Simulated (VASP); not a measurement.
# Ag (Silver): the relaxed cell at several levels, part 3 of 3

Which functional gives the lattice of Ag (Silver) as experiment finds it, and is a dearer one worth its cost? LASPH is on for some levels and off for others; the table marks which. The start is a cell from a database of measured crystal structures.

VASP 6.6.1, plane waves and PAW; the level of theory is named at each step.

Still holding for the runs below: This run has no spin polarisation. Its electron count is odd, so without a moment it is a metal by construction. The k-mesh is coarse for a metal.

So far, final volume (Å³): step 2 (relaxation, level LDA) 16.1; step 5 (relaxation, level r2SCAN) 17.4; step 6 (relaxation, level PBE + D3(BJ), PBE with D3(BJ)) 17.0; step 7 (relaxation, level r2SCAN + rVV10, r2SCAN with rVV10) 17.1; step 8 (relaxation, level PBEsol + D3(BJ), PBEsol with D3(BJ)) 16.0.

**9. Relaxation with optB88-vdW**

This step: optB88-vdW; plane waves and PAW (Ag) (VASP 6.6.1).

optB88-vdW pairs nonlocal correlation with a B88-type exchange refitted to the binding of molecular dimers.

Contents of INCAR:

```
SYSTEM = Ag
PREC = Accurate
ENCUT = 520
EDIFF = 1E-06
NELM = 100
ISMEAR = -1
SIGMA = 0.05
LREAL = .FALSE.
ALGO = Normal
GGA = BO
AGGAC = 0
LUSE_VDW = .TRUE.
PARAM1 = 0.1833333333
PARAM2 = 0.22
LASPH = .TRUE.
NBANDS = 11
LORBIT = 11
LWAVE = .FALSE.
LCHARG = .FALSE.
KPAR = 2
IBRION = 2
NSW = 60
ISIF = 3
EDIFFG = -0.01
```

Contents of POSCAR:

```
Ag
1.0
    0.0000000000      2.0427500000      2.0427500000
    2.0427500000      0.0000000000      2.0427500000
    2.0427500000      2.0427500000      0.0000000000
Ag
1
Direct
    0.0000000000      0.0000000000      0.0000000000
```

Contents of KPOINTS:

```
Automatic mesh
0
Gamma
8 8 8
0 0 0
```

PAW data sets: Ag (PBE family, release 64).

Started as:

```console
mpirun -np 2 vasp_std
```

Output:

```text
[banner, memory and clock lines left out]
running    2 mpi-ranks, on    1 nodes
[...]
[... a notice as in an earlier step ...]

 [... a notice as in an earlier step ...]

 LDA part: xc-table for (Slater+PW92), standard interpolation
 POSCAR, INCAR and KPOINTS ok, starting setup
[...]
entering main loop
       N       E                     dE             d eps       ncg     rms          rms(c)
DAV:   1     0.521651746917E+02    0.52165E+02   -0.55132E+03   646   0.899E+02
DAV:   2     0.790631465213E+00   -0.51375E+02   -0.48394E+02   704   0.197E+02
DAV:   3     0.143489143089E+00   -0.64714E+00   -0.64690E+00   712   0.242E+01
DAV:   4     0.141443760294E+00   -0.20454E-02   -0.20453E-02   707   0.137E+00
[...]
DAV:   9     0.385764493136E+00   -0.11984E-04   -0.63702E-06   722   0.202E-02    0.211E-02
DAV:  10     0.385760472853E+00   -0.40203E-05   -0.45131E-06   679   0.223E-02    0.232E-03
DAV:  11     0.385760609922E+00    0.13707E-06   -0.42794E-08   367   0.177E-03
[...]
DAV:   5     0.380502122187E+00    0.77944E-04   -0.54357E-04   701   0.190E-01    0.189E-02
DAV:   6     0.380494869326E+00   -0.72529E-05   -0.91009E-06   677   0.286E-02    0.241E-03
DAV:   7     0.380494834649E+00   -0.34677E-07   -0.55563E-07   384   0.663E-03
   2 F= 0.38049483E+00 E0= 0.38223485E+00  d E =-.526578E-02
 trial-energy change:   -0.005266  1 .order   -0.006168   -0.025084    0.012747
 step:   0.6297(harm=  0.6631)  dis= 0.00000  next Energy=     0.378089 (dE=-0.767E-02)
[...]
N       E                     dE             d eps       ncg     rms          rms(c)
DAV:   1     0.300751837585E+00   -0.79743E-01   -0.12332E+00   656   0.118E+01    0.179E+00
DAV:   2     0.376469851444E+00    0.75718E-01   -0.32332E-01   656   0.530E+00    0.492E-01
DAV:   3     0.377748995862E+00    0.12791E-02   -0.20667E-03   716   0.412E-01    0.325E-01
DAV:   4     0.378148136899E+00    0.39914E-03   -0.58395E-04   662   0.176E-01    0.264E-02
DAV:   5     0.378150103325E+00    0.19664E-05   -0.45142E-06   680   0.192E-02    0.136E-02
DAV:   6     0.378149406296E+00   -0.69703E-06   -0.10242E-06   585   0.773E-03
   3 F= 0.37814941E+00 E0= 0.38012434E+00  d E =-.761120E-02
[...]
reached required accuracy - stopping structural energy minimisation
```

Elapsed: 69 s, on 2 MPI ranks of Intel Xeon Platinum 8488C (Sapphire Rapids), shared host; peak memory 0.5 GiB; 2.1 min of CPU time.

Parts of OUTCAR (step 9):

```text
  Total        0.0031462      0.0031462      0.0031462     -0.0000000     -0.0000000      0.0000000
  in kB        0.2847382      0.2847382      0.2847382     -0.0000000     -0.0000000      0.0000000
  external PRESSURE =       0.2847382 kB  Pullay stress =       0.0000000 kB

 POSITION                                       TOTAL-FORCE (eV/Angst)
 -----------------------------------------------------------------------------------
      0.00000      0.00000      0.00000        -0.000000      0.000000      0.000000
 -----------------------------------------------------------------------------------
    total drift:                               -0.000000      0.000000      0.000000

  FREE ENERGIE OF THE ION-ELECTRON SYSTEM (eV)
  ---------------------------------------------------
  free  energy   TOTEN  =         0.3781494063 eV

  energy  without entropy=        0.3820992681  energy(sigma->0) =        0.38012434

[... 2 parts as in an earlier step ...]

[... 2 further parts left out ...]
[key lines of the parts left out:]
E-fermi :   7.6023
```

It ends at 17.70 Å³/atom, +3.8 % from the start, with 0.03 GPa left. The conventional cell has a = 4.137 Å.

**10. The cells as a table**

This step: relaxed cells at several levels; plane waves and PAW (VASP 6.6.1).

No new run; the numbers come from the runs before.

Lengths are those of the conventional cell; cost is the wall time of each run, as given at its step, times its ranks, without the set-up around it; LASPH differs between rows, which moves results and costs too. Results by level, by row:

```tsv
level	volume (Å³/atom)	change from the start (%)	a (Å)	cost (core minutes)	LASPH
LDA	16.13	-5.4	4.011	0.38	off
PBEsol	16.71	-2	4.059	0.453	off
PBE	17.93	5.2	4.155	0.487	off
r2SCAN	17.4	2.1	4.114	1.57	on
PBE + D3(BJ)	16.96	-0.5	4.078	0.427	off
r2SCAN + rVV10	17.09	0.3	4.089	3.24	on
PBEsol + D3(BJ)	15.99	-6.2	3.999	0.513	off
optB88-vdW	17.7	3.8	4.137	2.3	on
```

**11. What came out**

| Property | Result |
| --- | --- |
| volume, LDA | 16.13 Å³/atom |
| volume, PBEsol | 16.71 Å³/atom |
| volume, PBE | 17.93 Å³/atom |
| volume, r2SCAN | 17.40 Å³/atom |
| volume, PBE + D3(BJ) | 16.96 Å³/atom |
| volume, r2SCAN + rVV10 | 17.09 Å³/atom |
| volume, PBEsol + D3(BJ) | 15.99 Å³/atom |
| volume, optB88-vdW | 17.70 Å³/atom |

For Ag (Silver) the levels give volumes between 15.99 Å³/atom (PBEsol + D3(BJ)) and 17.93 Å³/atom (PBE), a spread of 12.1 %, while the cost of the finished runs spans a factor of 8.5. Within 1 % of experiment on every length: PBEsol, r2SCAN, PBE + D3(BJ) and r2SCAN + rVV10. The nearest, r2SCAN + rVV10, took 7.6 times the core time of PBE + D3(BJ) and lowers the largest miss from 0.19 to 0.08 %. Thermal and zero-point expansion, often some tenths of a per cent in length, bear on this order: with the measured lengths lowered by an assumed 0.4 % the nearest becomes PBE + D3(BJ). The costs hold the number of ionic steps as well as the price of the functional. The closing table has room for seven levels; optB88-vdW stands in the table of levels alone. Adding D3(BJ) to PBE changes the volume by -5.4 % (a by -1.8 %). Adding rVV10 to r2SCAN changes the volume by -1.8 % (a by -0.6 %). Adding D3(BJ) to PBEsol changes the volume by -4.3 % (a by -1.5 %). Pairwise corrections of the D and TS kind ignore the screening in a metal, so they may overbind here. Within 0.02 Å all end in space group Fm-3m; the runs can't lower the symmetry of the start. The k-sampling is coarse for a metal, so the Fermi level, pressures and the shape of the cell carry errors. LASPH is on for some levels and off for others, so differences between them are not the functional's alone. Each is a single relaxation on the plane waves of the start cell, so larger changes of volume carry a basis-set error that was not tested here.

Calculation against experiment:

```
              quantity  measured             LDA          PBEsol             PBE          r2SCAN    PBE + D3(BJ)  r2SCAN + rVV10  PBEsol + D3(BJ)
lattice constant a (Å)    4.0857  4.011 (-1.8 %)  4.059 (-0.7 %)  4.155 (+1.7 %)  4.114 (+0.7 %)  4.078 (-0.2 %)  4.089 (+0.1 %)   3.999 (-2.1 %)
```

Measured values from pmc:7756222 (2020).

How well it matches: For the lattice constant a, of the levels listed nearest comes r2SCAN + rVV10 (+0.1 %, good agreement) and farthest PBEsol + D3(BJ) (-2.1 %, a clear miss). The grades are ours: good and fair within 0.7 and 1.5 % for the lattice constant a. For lattice constants the calculation has a static lattice, without zero-point motion or thermal expansion.

[Lines on the potential files, build, host, timing and source positions are cut from VASP's logs without a mark.]

[Logs are printed without paths, hosts, clocks, repeated set-up lines and the standing remarks that a program may print on its own settings, such as how far it seeks lower states.]

[Hosts, paths, dates, database ids (printed as entryN), source tags and the programs' standing remarks are cut or masked in the printed files.]

[A measured line is paired with the nearest computed mode of its activity, which favours agreement.]
